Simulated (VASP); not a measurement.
```yaml
crystal:
  lattice:
    - [2.84179, 0.00000, 0.00000]
    - [0.00000, 2.84179, 0.00000]
    - [0.00000, 0.00000, 2.84179]
  atoms:
    - { symbol: Ga, position: [0.50000, 0.50000, 0.50000] }
    - { symbol: Co, position: [0.00000, 0.00000, 0.00000] }
```

These are r2SCAN meta-GGA, VASP's PBE PAW potentials (set 64) (plane waves; VASP) values and carry that method's errors. Run with 480 eV cut-off, 12×12×12 Γ-centred mesh, first-order Methfessel-Paxton smearing of 0.10 eV, potentials Ga_d Co.

Predict the energy per atom (σ→0), band gap (on the k-mesh) with the smallest direct gap where there is one.

| Property | Result |
|---|---|
| band gap (on the k-mesh) | none (metal, semimetal or under 0.01 eV) |
| energy per atom (σ→0) | -12.523 eV/atom |

Total energies compare only between runs with the same potentials, cut-off and functional.

The compound is CoGa in the CsCl type structure. It was relaxed first. The run is not spin-polarised, so no magnetic state was tried.
